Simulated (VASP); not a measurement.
A convergence study with VASP on La (space group P6_3/mmc): one setting is varied, all else stays as given below, so the limit is that of these other settings. Each run relaxes cell and ions from the cell shown. The basis is that of the starting cell, so low cut-offs carry a Pulay error.

```
CELL_PARAMETERS angstrom
      1.87557    -3.24859     0.00000
      1.87557     3.24859     0.00000
      0.00000     0.00000    12.09920
ATOMIC_POSITIONS crystal
  La 0.00000 0.00000 0.50000
  La 0.00000 0.00000 0.00000
  La 0.33333 0.66667 0.25000
  La 0.66667 0.33333 0.75000
```

The numbers are results of PBEsol GGA, VASP's PBE PAW potentials (set 64) (plane waves; VASP), not measurements. The tightest run used: 600 eV cut-off, 10×10×3 Γ-centred mesh, Fermi-Dirac smearing of 0.10 eV, potentials La.

```
setting      relaxed volume (Å³/atom)  E (eV/atom)  plane waves
-----------  ------------------------  -----------  -----------
ENCUT = 150                    30.110      -5.5184          629
ENCUT = 180                    33.016      -5.3591          832
ENCUT = 210                    34.086      -5.3567         1048
ENCUT = 255                    34.032      -5.3525         1384
```

Question: These are the cheaper rows. Estimate the results at ENCUT = 600, and how far the last row shown lies from them.

Answer: 
| quantity | tightest run | last row shown is off by |
|---|---|---|
| relaxed volume (Å³/atom) | 34.274 | -0.242 |
| E (eV/atom) | -5.3444 | -0.0081 |

Left out are rungs that failed or repeat a setting and relaxations that didn't move; long series are thinned to 24 rows.

The structure is a typed La crystal (space group no. 194).
